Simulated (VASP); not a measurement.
The system is TiO2.

```
CELL_PARAMETERS angstrom
4.59220 0.00000 0.00000
0.00000 4.59220 0.00000
0.00000 0.00000 2.95740
ATOMIC_POSITIONS crystal
Ti 0.00000 0.00000 0.00000
Ti 0.50000 0.50000 0.50000
O 0.30496 0.30496 0.00000
O 0.19504 0.80496 0.50000
O 0.69504 0.69504 0.00000
O 0.80496 0.19504 0.50000
```

```yaml
Program: VASP 6.6.1
Task: relaxation of cell and atoms
Functional: PBE
Potentials_or_basis: VASP PAW PBE potentials, release 64 (Ti_sv, O)
Cutoff: 600 eV
k_mesh: 6 × 6 × 10
Occupations: gaussian, width 0.02 eV
Spin: no spin polarisation
```

At the start: pressure 5.8 GPa; volume 10.39 Å³/atom.

Question: How do energy, volume and symmetry change on relaxing?

Answer: Over 8 steps the energy falls by 5.0 meV/atom and the volume is 10.67 Å³/atom (+2.6 %); space group P4_2/mnm (No. 136, to 0.05 Å).

Step by step:
| step | energy change (eV) | largest force (eV/Å) | pressure (GPa) | volume (Å³) |
| --- | --- | --- | --- | --- |
| 1 | 0.0000 | 0.1241 | 5.83 | 62.37 |
| 2 | 0.0143 | 0.2347 | -6.47 | 65.84 |
| 3 | -0.0277 | 0.0461 | -0.02 | 63.89 |
| 4 | -0.0277 | 0.0429 | 0.08 | 63.86 |
| 5 | -0.0295 | 0.0151 | 0.09 | 63.94 |
| 6 | -0.0297 | 0.0018 | 0.10 | 63.98 |
| 7 | -0.0297 | 0.0042 | -0.11 | 64.05 |
| 8 | -0.0298 | 0.0026 | -0.01 | 64.01 |

Final structure:
```yaml
crystal:
  lattice:
    - [4.64499, 0.00000, 0.00000]
    - [0.00000, 4.64499, 0.00000]
    - [0.00000, 0.00000, 2.96676]
  atoms:
    - { symbol: Ti, position: [0.00000, 0.00000, 0.00000] }
    - { symbol: Ti, position: [0.50000, 0.50000, 0.50000] }
    - { symbol: O, position: [0.30496, 0.30496, 0.00000] }
    - { symbol: O, position: [0.19504, 0.80496, 0.50000] }
    - { symbol: O, position: [0.69504, 0.69504, 0.00000] }
    - { symbol: O, position: [0.80496, 0.19504, 0.50000] }
```
